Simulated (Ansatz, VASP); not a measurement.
# Cross-check of ZrBPt (ZrBPt in the AlB2 type) between VASP and Ansatz, part 2 of 2

One calculation is typed for both programs; each brings its own data sets. How far apart do they land? The cell is generated by rule, not measured, and may not be a known phase. The cell is taken from a series of runs on this material, whose earlier steps may have relaxed, scaled, displaced or heated it; both programs get it as it stands.

VASP 6.6.1 and Ansatz 0.2.0.

So far: The structure; VASP: relaxation of cell and atoms, PBEsol; Ansatz: relaxation of cell and atoms, PBEsol.

The structure was built from a prototype and need not be the compound's stable phase.

## 4. Differences

Known differences besides the potentials themselves: the data sets hold 33 valence electrons in Ansatz (on its PAW soft_1 files) and 25 in VASP; the cutoff is 420 eV in Ansatz and 500 eV in VASP; Ansatz makes its cores anew for this functional, VASP keeps those of its PBE data sets; Ansatz adds a Pulay correction to the stress that steers its cell, VASP none. Total energies have different zeros and are not compared.

The two programs side by side:

```
                                         quantity  Ansatz   VASP  difference
                                      volume (Å³)   44.51  44.50     +0.03 %
edge a after relaxation, in the typed setting (Å)   3.694  3.700     -0.14 %
edge c after relaxation, in the typed setting (Å)   3.766  3.754     +0.33 %
```

## 5. VASP: zone-centre phonons, PBEsol

Second derivatives magnify differences that forces hide, and they need a tight electronic threshold.

File INCAR:

```
SYSTEM = ZrBPt
PREC = Accurate
ENCUT = 500
EDIFF = 1E-08
NELM = 120
ISMEAR = 1
SIGMA = 0.2
LREAL = .FALSE.
ALGO = Normal
GGA = PS
NBANDS = 18
LASPH = .TRUE.
LORBIT = 11
LWAVE = .FALSE.
LCHARG = .FALSE.
ISIF = 2
IBRION = 8
GGA_COMPAT = .FALSE.
KPAR = 2
```

File POSCAR:

```
ZrBPt
1.0
    3.6943534276      0.0000000000      0.0000000000
   -1.8471767138      3.1994039188      0.0000000000
    0.0000000000      0.0000000000      3.7659784853
Zr B Pt
1 1 1
Direct
    0.0000000000      0.0000000000      0.0000000000
    0.3333333333      0.6666666667      0.5000000000
    0.6666666667      0.3333333333      0.5000000000
```

File KPOINTS:

```
Automatic mesh
0
Gamma
6 6 4
0 0 0
```

The projector-augmented-wave data sets are Zr_sv, B and Pt (PBE family, release 64).

The run is started by

```console
$ mpirun -np 2 vasp_std
```

Numbers of over 12 decimals in the logs are rounded to 6 here.

What it wrote:

```text
[banner, memory and clock lines left out]
running    2 mpi-ranks, on    1 nodes
[...]
[... a notice as in an earlier step ...]

 LDA part: xc-table for (Slater+PW92), standard interpolation
 POSCAR, INCAR and KPOINTS ok, starting setup
[...]
entering main loop
       N       E                     dE             d eps       ncg     rms          rms(c)
DAV:   1     0.162710495727E+03    0.16271E+03   -0.12860E+04   756   0.130E+03
DAV:   2    -0.196304931712E+02   -0.18234E+03   -0.17873E+03   838   0.331E+02
DAV:   3    -0.275273148653E+02   -0.78968E+01   -0.78194E+01  1252   0.589E+01
DAV:   4    -0.276489626340E+02   -0.12165E+00   -0.12153E+00   880   0.701E+00
[...]
DAV:  14    -0.249669776548E+02   -0.28717E-07   -0.10109E-07   886   0.265E-03    0.635E-04
DAV:  15    -0.249669776102E+02    0.44532E-07   -0.13779E-08   638   0.989E-04    0.110E-04
DAV:  16    -0.249669776046E+02    0.56434E-08   -0.11408E-09   446   0.257E-04
   1 F= -.24966978E+02 E0= -.24965608E+02  d E =-.410887E-02
[...]
RMM:  12    -0.250240738020E+00    0.11132E-06   -0.29231E-07  5080   0.239E-04    0.212E-05
RMM:  13    -0.250240625050E+00    0.11297E-06   -0.27777E-07  5067   0.144E-04    0.172E-05
RMM:  14    -0.250240630594E+00   -0.55434E-08   -0.95544E-08  4891   0.975E-05    0.961E-06
 first order change of Fermi-energy  -0.16273E-03
 force on displaced ion       3 direction 1 : -13.406  -0.012   0.000
 Linear response progress:
  Degree of freedom:   6/  6
       N       E                     dE             d eps       ncg     rms          rms(c)
RMM:   1    -0.258150730564E+00   -0.25815E+00   -0.24250E-01  1720   0.291E+00
RMM:   2    -0.255718361392E+00    0.24324E-02   -0.13962E-02  1476   0.624E-01    0.170E-01
RMM:   3    -0.255581608205E+00    0.13675E-03   -0.10774E-03  1491   0.172E-01    0.931E-02
RMM:   4    -0.256097000054E+00   -0.51539E-03   -0.10601E-03  1544   0.146E-01    0.193E-02
[...]
RMM:  21    -0.256134360329E+00    0.29723E-07   -0.24559E-07  1132   0.271E-05    0.306E-06
RMM:  22    -0.256134360287E+00    0.41746E-10   -0.37704E-07  1108   0.261E-05    0.320E-06
RMM:  23    -0.256134344932E+00    0.15355E-07   -0.12994E-07  1101   0.254E-05    0.331E-06
 first order change of Fermi-energy   0.50344E-03
 force on displaced ion       3 direction 3 :   0.000   0.000  -3.811
 Linear response finished
```

OUTCAR, selected parts (step 5):

```text
  Total        0.0075944      0.0075944     -0.2700063      0.0000000     -0.0000000      0.0000000
  in kB        0.2733485      0.2733485     -9.7184969      0.0000000     -0.0000000      0.0000000
  external PRESSURE =      -3.0572667 kB  Pullay stress =       0.0000000 kB

 POSITION                                       TOTAL-FORCE (eV/Angst)
 -----------------------------------------------------------------------------------
      0.00000      0.00000      0.00000         0.000000     -0.000000      0.000000
     -0.00000      2.13294      1.88299        -0.000000      0.000000      0.000000
      1.84718      1.06647      1.88299        -0.000000      0.000000      0.000000
 -----------------------------------------------------------------------------------
    total drift:                                0.000000     -0.000000      0.000000

[... 2 further parts left out ...]
```

## 6. Ansatz: zone-centre phonons, PBEsol

The same cell, functional, mesh and smearing now go to Ansatz, which takes its cutoff from its data sets.

The cell is taken from a series of runs on this material, whose earlier steps may have relaxed, scaled, displaced or heated it; both programs get it as it stands.

File input.yaml:

```yaml
crystal:
  lattice:
    - [3.6943534276, 0.0, 0.0]
    - [-1.8471767138, 3.1994039188, 0.0]
    - [0.0, 0.0, 3.7659784853]
  atoms:
    - { symbol: Zr, position: [0.0, 0.0, 0.0] }
    - { symbol: B, position: [0.3333333333, 0.6666666667, 0.5] }
    - { symbol: Pt, position: [0.6666666667, 0.3333333333, 0.5] }
kpoints:
  mp_grid: { grid: [6, 6, 4] }
hamiltonian:
  xc: pbesol
  pseudopotentials: { kind: paw, azcp: { folder: soft_1 }, xc_functional: pbe }
scf:
  occupations: { method: methfessel_paxton, width: 0.2 }
output:
  eigenvalues: true
phonons:
  method: dfpt
  qmesh: [2, 2, 2]
  temperatures: { t_max: 1000, t_step: 50 }
  qpath:
    path:
      - [[0.0, 0.0, 0.0], [0.5, 0.0, 0.0], [0.33333333, 0.33333333, 0.0], [0.0, 0.0, 0.0], [0.0, 0.0, 0.5], [0.5, 0.0, 0.5], [0.33333333, 0.33333333, 0.5], [0.0, 0.0, 0.5]]
      - [[0.5, 0.0, 0.5], [0.5, 0.0, 0.0]]
      - [[0.33333333, 0.33333333, 0.5], [0.33333333, 0.33333333, 0.0]]
    npoints: 10
```

The run is started by

```console
$ ansatz run input.yaml --threads 4 --pin off --max-ram 12288MiB --backend cpu --events-out ev --progress --plain --runs-dir out
```

What it wrote:

```text
[...]
Crystal: 3 atoms, lattice volume = 44.513 Å³
Basis set: ecut = 420 eV, 865 PW (Γ), exchange–correlation on 50×50×54 points (8 copies of the dense FFT grid, shifted against one another)
Bands: 21, of which v1, the nominal top of the filled ones, is band 17 counted from 1 (16 counted from 0)
Symmetry: 12 space group operations
k-points: 21 of 144 (time reversal used)
[...]
largest difference from the sums on the solved wave vectors: F 7.25e-2 eV, S 9.23e-5 and C_V 2.00e-5 eV/K
  zero-point energy: 0.104519 eV/cell   skipped modes (ω ≤ 0): 403, of them read as no rigid motion or as one in doubt: 400 (1.020e0 modes/cell left out, lowest -153.54 cm⁻¹)   left out of the sums: 1.13e-1 of the cell's modes: C_V's classical limit lies that fraction below 3 k_B per atom; for a crystal, a wire or a layer, F and S can be off by more, and a phonons.interpolated_qmesh denser along its periods is the remedy for the sampling
[key lines of the parts left out:]
SCF converged after 11 iterations
Free energy (F): -16668.587151 eV
Fermi energy:    16.961811 eV
```

## 7. Comparison

What differs besides the data sets and the points named for the pairs above, as far as they apply: VASP's run holds the zone centre alone; the data sets hold 33 valence electrons in Ansatz (on its PAW soft_1 files) and 25 in VASP. Total energies have different zeros and are not compared.

The two programs side by side:

```
                  quantity  Ansatz   VASP  difference
     optical mode 1 (cm⁻¹)    53.8   62.4    -13.85 %
optical mode 2 to 3 (cm⁻¹)   123.7  124.5     -0.65 %
     optical mode 4 (cm⁻¹)   131.7  132.4     -0.58 %
optical mode 5 to 6 (cm⁻¹)   516.1  521.3     -1.00 %
```

Modes are paired by rising frequency, not by their patterns, so a pair may set unlike modes beside each other; they are those without the splitting of longitudinal modes.

## 8. Further runs

Further runs change the set-up of one program: Ansatz's method, potentials or start, or VASP's data sets, cutoff or form of LDA. The table gives Ansatz less VASP for each quantity, since a change that brings one quantity closer may part another.

```
                                          run  optical mode 1 (%)  optical mode 2 to 3 (%)  optical mode 4 (%)  optical mode 5 to 6 (%)
                                     as above                 -14                    -0.65               -0.58                     -1.0
VASP with the data sets Zr_sv, B and Pt_sv_GW                -6.4                    -0.72               -0.92                    -0.31
```

## 9. Results

* difference in edge c after relaxation, in the typed setting (relaxation of cell and atoms, PBEsol): 0.33 %
* r.m.s. difference of the optical zone-centre modes, each program's sorted by frequency (zone-centre phonons, PBEsol): 4.7 cm⁻¹
* difference in optical mode 1 (zone-centre phonons, PBEsol): -13.8 %

The difference in edge c after relaxation, in the typed setting is 0.33 % (relaxation of cell and atoms, PBEsol), within the 1.2 % picked in this series as the mark of a large difference, as far as the stopping tolerances let one tell. The data sets hold unlike numbers of valence electrons (33 in Ansatz and 25 in VASP), so part of the differences comes from the potentials. Among the rows given in per cent, the largest difference of the zone-centre phonons, PBEsol pair is in optical mode 1, -13.8 %. Zone-centre phonons, PBEsol, VASP with the data sets Zr_sv, B and Pt_sv_GW: the difference in optical mode 1 goes from -14 to -6.4 %; the difference in optical mode 4 goes from -0.58 to -0.92 %; the difference in optical mode 5 to 6 goes from -1.0 to -0.31 %. 1 further run of this series is not shown here. How closely two codes agree says nothing of how well the functional describes the real material.

[Lines on the potential files, build, host, timing and source positions are cut from VASP's logs without a mark.]

[Logs are printed without paths, hosts, clocks, repeated set-up lines and the standing remarks that a program may print on its own settings, such as how far it seeks lower states.]

[Hosts, paths, dates, database ids (printed as entryN), source tags and the programs' standing remarks are cut or masked in the printed files.]
